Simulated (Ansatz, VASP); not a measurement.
# WS2 (Tungstenite) in two plane-wave programs

Wanted: the spread between two codes on one cell, functional and k mesh. The cell is taken from a series of runs on this material, whose earlier steps may have relaxed, scaled, displaced or heated it; both programs get it as it stands.

Method: plane waves, with VASP 6.6.1 beside it; single point at LDA, in Ansatz 0.2.0.

## (1) The starting structure

Symmetry: P6_3/mmc, No. 194, hexagonal system. The conventional cell has a = 3.180 Å, b = 3.180 Å, c = 12.500 Å, α = 90.00°, β = 90.00°, γ = 120.00°. Nearest to W lie 6 S at 2.40 Å. S has 3 W at 2.40 Å nearest. Farther neighbours and most contacts between anions are not listed.

## (2) VASP: single point, LDA

With cell and atoms fixed, the geometry can't cause a difference; cores, projectors, grids and the points listed under the comparison can.

Lines of VASP's logs that name or quote its potential files are left out, and so is its time.

INCAR

```
SYSTEM = WS2
PREC = Accurate
ENCUT = 400
EDIFF = 1E-06
NELM = 100
ISMEAR = 0
SIGMA = 0.01
LREAL = .FALSE.
ALGO = Normal
GGA = CA
NBANDS = 24
LASPH = .TRUE.
LORBIT = 11
LWAVE = .FALSE.
LCHARG = .FALSE.
NCORE = 2
ISIF = 2
```

POSCAR

```
WS2
1.0
    3.1800000000      0.0000000000      0.0000000000
   -1.5900000000      2.7539607840      0.0000000000
    0.0000000000      0.0000000000     12.5000000000
W S
2 4
Direct
    0.3333333333      0.6666666667      0.2500000000
    0.6666666667      0.3333333333      0.7500000000
    0.3333333333      0.6666666667      0.6260267440
    0.6666666667      0.3333333333      0.1260267440
    0.3333333333      0.6666666667      0.8739732560
    0.6666666667      0.3333333333      0.3739732560
```

KPOINTS

```
Automatic mesh
0
Gamma
3 3 1
0 0 0
```

Potentials, in the order of the species: W and S (LDA family, release 64).

Launch:

```sh
$ mpirun -np 2 vasp_std
```

Numbers of over 12 decimals in the logs are rounded to 6 here.

Output:

```text
[banner, memory and clock lines left out]
running    2 mpi-ranks, on    1 nodes
 distrk:  each k-point on    2 cores,    1 groups
 distr:  one band on    2 cores,    1 groups

 POSCAR found type information on POSCAR W S
 POSCAR found :  2 types and       6 ions
 LDA part: xc-table for (Slater(with rela. corr.)+CA(PZ))
 , standard interpolation
 POSCAR, INCAR and KPOINTS ok, starting setup
 FFT: planning ... GRIDC
 FFT: planning ... GRID_SOFT
 FFT: planning ... GRID
 WAVECAR not read
 entering main loop
       N       E                     dE             d eps       ncg     rms          rms(c)
DAV:   1     0.153401938303E+03    0.15340E+03   -0.13858E+04   144   0.107E+03
DAV:   2    -0.432899258476E+02   -0.19669E+03   -0.18890E+03   208   0.236E+02
DAV:   3    -0.549974166093E+02   -0.11707E+02   -0.11643E+02   192   0.590E+01
DAV:   4    -0.552395892797E+02   -0.24217E+00   -0.24189E+00   192   0.925E+00
DAV:   5    -0.552445905231E+02   -0.50012E-02   -0.50004E-02   200   0.114E+00    0.395E+01
DAV:   6    -0.530026565226E+02    0.22419E+01   -0.10470E+01   200   0.151E+01    0.175E+01
DAV:   7    -0.527358150742E+02    0.26684E+00   -0.37538E+00   192   0.108E+01    0.865E+00
DAV:   8    -0.525269470502E+02    0.20887E+00   -0.64235E-01   192   0.468E+00    0.144E+00
DAV:   9    -0.525257018932E+02    0.12452E-02   -0.72363E-02   184   0.145E+00    0.460E-01
DAV:  10    -0.525240064953E+02    0.16954E-02   -0.12729E-02   200   0.600E-01    0.291E-01
DAV:  11    -0.525238647284E+02    0.14177E-03   -0.25584E-03   208   0.282E-01    0.804E-02
DAV:  12    -0.525237791622E+02    0.85566E-04   -0.44103E-04   208   0.123E-01    0.271E-02
DAV:  13    -0.525237807018E+02   -0.15396E-05   -0.27064E-05   192   0.297E-02    0.121E-02
DAV:  14    -0.525237807412E+02   -0.39371E-07   -0.14690E-06   144   0.681E-03
   1 F= -.52523781E+02 E0= -.52523781E+02  d E =-.125588E-17
```

From OUTCAR (step 2):

```text
ion  position               nearest neighbor table
   1  0.333  0.667  0.250-   4 2.40   6 2.40   4 2.40   6 2.40   4 2.40   6 2.40
   2  0.667  0.333  0.750-   3 2.40   5 2.40   3 2.40   5 2.40   3 2.40   5 2.40
   3  0.333  0.667  0.626-   2 2.40   2 2.40   2 2.40
   4  0.667  0.333  0.126-   1 2.40   1 2.40   1 2.40
   5  0.333  0.667  0.874-   2 2.40   2 2.40   2 2.40
   6  0.667  0.333  0.374-   1 2.40   1 2.40   1 2.40

  LATTYP: Found a hexagonal cell.
 ALAT       =     3.1800000000
 C/A-ratio  =     3.9308176101

 Subroutine GETGRP returns: Found 24 space group operations
 (whereof 12 operations were pure point group operations)

The static configuration has the point symmetry D_3d.
 The point group associated with its full space group is D_6h.

 Found      3 irreducible k-points:

   k-points           NKPTS =      3   k-points in BZ     NKDIM =      3   number of bands    NBANDS=     24

   dimension x,y,z NGX =    24 NGY =   24 NGZ =   84
   dimension x,y,z NGXF=    48 NGYF=   48 NGZF=  168

   ENCUT  =  400.0 eV  29.40 Ry    5.42 a.u.   5.19  5.19 20.38*2*pi/ulx,y,z

   NELECT =      36.0000    total number of electrons

 k-points in reciprocal lattice and weights: Automatic mesh
   0.00000000  0.00000000  0.00000000       0.111
   0.33333333  0.00000000  0.00000000       0.667
   0.33333333  0.33333333  0.00000000       0.222

 average (electrostatic) potential at core
       1 -40.5449       2 -40.5449       3 -86.5550       4 -86.5550       5 -86.5550
       6 -86.5550

 E-fermi :   6.0213

 k-point     1 :       0.0000    0.0000    0.0000
  band No.  band energies     occupation
    ...
     14       3.6500      2.00000
     15       3.6500      2.00000
     16       4.4324      2.00000
     17       4.8395      2.00000
     18       5.9631      2.00000
     19       8.2032      0.00000
     20       8.2036      0.00000
     21       8.2098      0.00000
     22       8.2105      0.00000
     23       8.3576      0.00000
    ...

 k-point     2 :       0.3333    0.0000    0.0000
  band No.  band energies     occupation
    ...
     14       3.6159      2.00000
     15       3.7145      2.00000
     16       3.7348      2.00000
     17       3.9881      2.00000
     18       4.2382      2.00000
     19       7.6208      0.00000
     20       7.8460      0.00000
     21       7.9821      0.00000
     22       8.3580      0.00000
     23       8.6830      0.00000
    ...

 k-point     3 :       0.3333    0.3333    0.0000
  band No.  band energies     occupation
    ...
     14       1.9120      2.00000
     15       3.0846      2.00000
     16       3.0846      2.00000
     17       5.2464      2.00000
     18       5.4170      2.00000
     19       7.0816      0.00000
     20       7.0816      0.00000
     21       8.0813      0.00000
     22       9.2215      0.00000
     23       9.3287      0.00000
    ...

  Total       -3.4918691     -3.4918691     -2.0220774      0.0000000      0.0000000     -0.0000000
  in kB      -51.1062079    -51.1062079    -29.5946678      0.0000000      0.0000000     -0.0000000
  external PRESSURE =     -43.9356946 kB  Pullay stress =       0.0000000 kB

  energy-cutoff  :      400.00
  volume of cell :      109.47
      direct lattice vectors                 reciprocal lattice vectors
     3.180000000  0.000000000  0.000000000     0.314465409  0.181556688  0.000000000
    -1.590000000  2.753960784  0.000000000     0.000000000  0.363113377  0.000000000
     0.000000000  0.000000000 12.500000000     0.000000000  0.000000000  0.080000000

 POSITION                                       TOTAL-FORCE (eV/Angst)
 -----------------------------------------------------------------------------------
     -0.00000      1.83597      3.12500        -0.000000      0.000000      0.000000
      1.59000      0.91799      9.37500        -0.000000     -0.000000      0.000000
     -0.00000      1.83597      7.82533         0.000000      0.000000      0.354201
      1.59000      0.91799      1.57533        -0.000000      0.000000      0.354201
     -0.00000      1.83597     10.92467        -0.000000     -0.000000     -0.354201
      1.59000      0.91799      4.67467        -0.000000      0.000000     -0.354201
 -----------------------------------------------------------------------------------
    total drift:                               -0.000000      0.000000     -0.000000

  FREE ENERGIE OF THE ION-ELECTRON SYSTEM (eV)
  ---------------------------------------------------
  free  energy   TOTEN  =       -52.5237807412 eV

  energy  without entropy=      -52.5237807412  energy(sigma->0) =      -52.52378074

 total charge
# of ion       s       p       d       tot
------------------------------------------
    1        0.563   0.697   4.313   5.573
    2        0.563   0.697   4.313   5.573
    3        1.357   2.350   0.000   3.707
    4        1.357   2.350   0.000   3.707
    5        1.357   2.350   0.000   3.707
    6        1.357   2.350   0.000   3.707
--------------------------------------------------
tot          6.553  10.792   8.627  25.972
```

This run has no spin polarisation, so a moment on W, if there is one, isn't seen. The data set W keeps the semicore shell frozen, which is cheaper and a little less accurate.

## (3) Ansatz: single point, LDA

Ansatz runs on its default PAW (the set named soft_2) files.

The same cell, functional (in two slightly different forms), mesh and smearing now go to Ansatz, which takes its cutoff from its data sets.

input.yaml

```yaml
crystal:
  lattice:
    - [3.18, 0.0, 0.0]
    - [-1.59, 2.753960784, 0.0]
    - [0.0, 0.0, 12.5]
  atoms:
    - { symbol: W, position: [0.3333333333, 0.6666666667, 0.25] }
    - { symbol: W, position: [0.6666666667, 0.3333333333, 0.75] }
    - { symbol: S, position: [0.3333333333, 0.6666666667, 0.626026744] }
    - { symbol: S, position: [0.6666666667, 0.3333333333, 0.126026744] }
    - { symbol: S, position: [0.3333333333, 0.6666666667, 0.873973256] }
    - { symbol: S, position: [0.6666666667, 0.3333333333, 0.373973256] }
hamiltonian:
  xc: lda
  pseudopotentials: { kind: paw }
kpoints:
  mp_grid: { grid: [3, 3, 1] }
scf:
  occupations: { method: gaussian, width: 0.01 }
  n_extra_bands: 5
output:
  forces: true
  stress: true
  eigenvalues: true
```

Launch:

```sh
$ ansatz run input.yaml --threads 4 --pin off --max-ram 9216MiB --backend cpu --events-out ev --progress --plain --runs-dir out
```

Output:

```text
scf.n_extra_bands = 5 over 26 filled bands (N_el = 52.0): the run solves 31 bands
Engine: ansatz 0.2.0, x86_64-unknown-linux-gnu
Pseudopotentials: kind: paw
Pseudopotential: W, paw, valence charge 14, recommended cutoff 420 eV (normal), W.paw.azcp
Pseudopotential: S, paw, valence charge 6, recommended cutoff 420 eV (normal), S.paw.azcp
Functional definition: SPW92
  exchange = slater_x
  correlation = pw_c
Crystal: 6 atoms, lattice volume = 109.470 Å³
Basis set: ecut = 420 eV, 2129 PW (Γ)
Bands: 31, of which v1, the nominal top of the filled ones, is band 26 counted from 1 (25 counted from 0)
Symmetry: 24 space group operations
Space group: P63/mmc (ITA 194), of the structure as read, at distance tolerance 4.8e-5 Å
k-points: 3 of 9
Non-local potential: W, projectors of the file, l = 0: 3, l = 1: 2, l = 2: 2, l = 3: 1
Non-local potential: S, projectors of the file, l = 0: 2, l = 1: 2, l = 2: 2
PAW form: soft (Blöchl's): semilocal exchange-correlation on the pseudo side does not see the compensation charge
PAW frozen core: W, regenerated for the run's functional, and the local potential with it (the file was generated under x = pbe(κ = 0.804, μ = 0.219515), c = pbe(β = 0.066725))
PAW frozen core: S, regenerated for the run's functional, and the local potential with it (the file was generated under x = pbe(κ = 0.804, μ = 0.219515), c = pbe(β = 0.066725))
PAW one-centre angular grid: W, 590 points (default); XC on 64 Gauss nodes
PAW one-centre angular grid: S, 110 points (default); XC on 64 Gauss nodes
Initial density: superposition of atomic densities (neutral atoms: chi_scale 0, normalization atom), corrected by the library's trained network
Initial wavefunctions: pseudopotential atomic-orbital guess
Functional: x = slater, c = lda
SCF iter   1: F=—  HF=-23743.292441 eV  |F-HF|=—  |Δ(HF+E_count)|=         —  Δρ=1.43e-2  dr2=4.49e-1  ethr=1.77e-3  ⟨swp⟩=6.7  Hψ=428  notcnv=0
preconditioner: auto → Resta (q_TF=auto, 2.410 Å⁻¹)  ε∞=7.9  [insulator: Δε(μ)=0.965 eV  Ē_g=8.098 eV  σ=0.010 eV  W_gap=1.00  n_scr=26 (ndim 8)  ℏωp=21.3 eV  f_vac=0.027  D(μ)=0.00/eV (n_scr^D=0)  ε∞_Penn≈7.9]
SCF iter   2: F=—  HF=-23743.223666 eV  |F-HF|=—  |Δ(HF+E_count)|=   6.88e-2  Δρ=5.04e-3  dr2=1.74e-2  ethr=8.63e-4  ⟨swp⟩=2.7  Hψ=146  notcnv=0  defer=2
SCF iter   3: F=—  HF=-23743.220397 eV  |F-HF|=—  |Δ(HF+E_count)|=   3.27e-3  Δρ=2.73e-3  dr2=4.22e-3  ethr=3.34e-5  ⟨swp⟩=2.0  Hψ=136  notcnv=0  defer=2
SCF iter   4: F=—  HF=-23743.219809 eV  |F-HF|=—  |Δ(HF+E_count)|=   5.88e-4  Δρ=6.29e-4  dr2=3.57e-4  ethr=8.12e-6  ⟨swp⟩=2.3  Hψ=130  notcnv=0  defer=2
SCF iter   5: F=—  HF=-23743.219793 eV  |F-HF|=—  |Δ(HF+E_count)|=   1.54e-5  Δρ=8.15e-5  dr2=1.93e-5  ethr=6.86e-7  ⟨swp⟩=2.0  Hψ=137  notcnv=0  defer=2
SCF iter   6: F=—  HF=-23743.219796 eV  |F-HF|=—  |Δ(HF+E_count)|=   2.70e-6  Δρ=2.03e-5  dr2=8.48e-7  ethr=3.72e-8  ⟨swp⟩=2.0  Hψ=128  notcnv=0  defer=2
SCF iter   7: F=-23743.219796 eV  HF=-23743.219796 eV  |F-HF|=6.84e-10  |Δ(HF+E_count)|=   2.24e-7  Δρ=3.25e-6  dr2=1.32e-8  ethr=1.92e-10  ⟨swp⟩=9.0  Hψ=448  notcnv=0
SCF 1 converged in 7 iterations: F = -23743.219796 eV  dr2 = 1.32e-8
  greatest PAW one-centre occupation: 1.000 electrons in one spin orbital (limit 2), on the W atom at site 1 (counted from 0), in its partial waves of l = 0
SCF converged after 7 iterations
Free energy (F): -23743.219796 eV
Harris-Foulkes:  -23743.219796 eV  (|F-HF|=6.84e-10)
Internal energy: -23743.219796 eV  (E = F + TS)
E sigma→0 (E₀):  -23743.219796 eV
Fermi energy:    11.575239 eV
--- Per-component energies (eV) ---
  E_band       = -407.496551
  E_kinetic    = 1335.513630
  E_local      = -3700.872078  (includes V_loc(G=0)·N_el)
  E_nonlocal   = 130.742228
  E_hartree    = 1470.980890
  E_xc         = -917.363221
  E_vxc        = -831.722543  (∫ρ·V_xc dr)
  E_paw        = -18894.822376  (= ΣΔE_a)
  E_vpaw       = -283.115775  (= ΣTr[D̂ρ^β])
  E_aug_tail   = -0.000131  (compensation charges beyond the density's cutoff)
  E_ewald      = -3168.577834
  E_core_change = 1.179096  (= ΣΔE_core)
  E_smearing   = -0.000000  (= −TS)
  E_closure    = -0.000000  (closes the sum)
  Σ components = -23743.219796   (vs F -23743.219796, Δ=0.00e0)
--- Forces (eV/Å), atoms counted from 1 ---
  atom   1  W      0.00000000     0.00000000     0.00000000
  atom   2  W      0.00000000    -0.00000000    -0.00000000
  atom   3  S     -0.00000000     0.00000000     0.35025922
  atom   4  S      0.00000000    -0.00000000     0.35025922
  atom   5  S     -0.00000000     0.00000000    -0.35025922
  atom   6  S     -0.00000000    -0.00000000    -0.35025922
  max |Σ_I F_I| component: 5.55e-17 eV/Å
--- Stress (GPa, compression-positive) ---
       -4.874671       0.000000      -0.000000
       -0.000000      -4.874671      -0.000000
       -0.000000      -0.000000      -2.848563
  P = ⅓ Tr σ = -4.1993 GPa (-41.993 kbar)
--- Band table (eV) ---
  k-point 0: bands = [... 22 lower, 8.6942, 9.4689, 9.8985, 11.0276, 13.2422, 13.2422, 13.2470, 13.2470, ... 1 higher]
  k-point 1: bands = [... 22 lower, 8.7530, 8.7877, 9.0386, 9.2892, 12.6702, 12.9013, 13.0369, 13.4103, ... 1 higher]
  k-point 2: bands = [... 22 lower, 8.1428, 8.1428, 10.2922, 10.4622, 12.1230, 12.1230, 13.1359, 14.2758, ... 1 higher]
```

The run ends at a pressure of -4.20 GPa, with forces up to 0.35 eV/Å.

## (4) Side by side

Known differences besides the potentials themselves: the two LDA forms differ slightly; the data sets hold 52 valence electrons in Ansatz (default PAW (the set named soft_2) files) and 36 in VASP; the cutoff is 420 eV in Ansatz and 400 eV in VASP; VASP's log shows a relativistic correction to its local exchange, Ansatz's none. Total energies have different zeros and are not compared.

Both answers:

| quantity | Ansatz | VASP | difference |
| --- | --- | --- | --- |
| pressure (GPa) | -4.20 | -4.39 | +0.19 |
| gap on the k mesh (eV) | 1.095 | 1.119 | -0.023 |

Forces (eV/Å; atoms numbered as in POSCAR):

| atom | Ansatz x, y, z | VASP x, y, z |
| --- | --- | --- |
| W1 | 0.000, 0.000, 0.000 | 0.000, 0.000, 0.000 |
| W2 | 0.000, 0.000, 0.000 | 0.000, 0.000, 0.000 |
| S3 | 0.000, 0.000, 0.350 | 0.000, 0.000, 0.354 |
| S4 | 0.000, 0.000, 0.350 | 0.000, 0.000, 0.354 |
| S5 | 0.000, 0.000, -0.350 | 0.000, 0.000, -0.354 |
| S6 | 0.000, 0.000, -0.350 | 0.000, 0.000, -0.354 |

The forces differ by 1.9 meV/Å r.m.s., which is 1.1 % of the r.m.s. force of 0.17 eV/Å (both taken over all components). A gap on the mesh is an upper bound, since the band edges may lie between its points; neither run holds spin-orbit coupling, which can move the band edges of a compound of W.

## (5) What the set-up changes

Further runs change the set-up of one program: Ansatz's method, potentials or start, or VASP's data sets, cutoff or form of LDA. The table gives Ansatz less VASP for each quantity, since a change that brings one quantity closer may part another.

| run | r.m.s. force difference (meV/Å) | pressure (GPa) | gap on the k mesh (eV) |
| --- | --- | --- | --- |
| as above | 1.9 | 0.19 | -0.023 |
| VASP with the data sets W and S_h and a cutoff of 650 eV | 9.7 | -0.060 | -0.018 |

## (6) What came out

- r.m.s. force difference (single point, LDA): 1.9 meV/Å

**Reading.** The r.m.s. force difference is 1.9 meV/Å (single point, LDA), within the 12 meV/Å picked in this series as the mark of a large difference. Single point, LDA, VASP with the data sets W and S_h and a cutoff of 650 eV: r.m.s. force difference goes from 1.9 to 9.7 meV/Å; the difference in pressure goes from 0.19 to -0.060 GPa. Such differences can come from data sets, numerical settings and the points named under the comparisons, not from the functional's error against experiment.

[Lines on the potential files, build, host, timing and source positions are cut from VASP's logs without a mark.]

[Logs are printed without paths, hosts, clocks, repeated set-up lines and the standing remarks that a program may print on its own settings, such as how far it seeks lower states.]

[Hosts, paths, dates, database ids (printed as entryN), source tags and the programs' standing remarks are cut or masked in the printed files.]
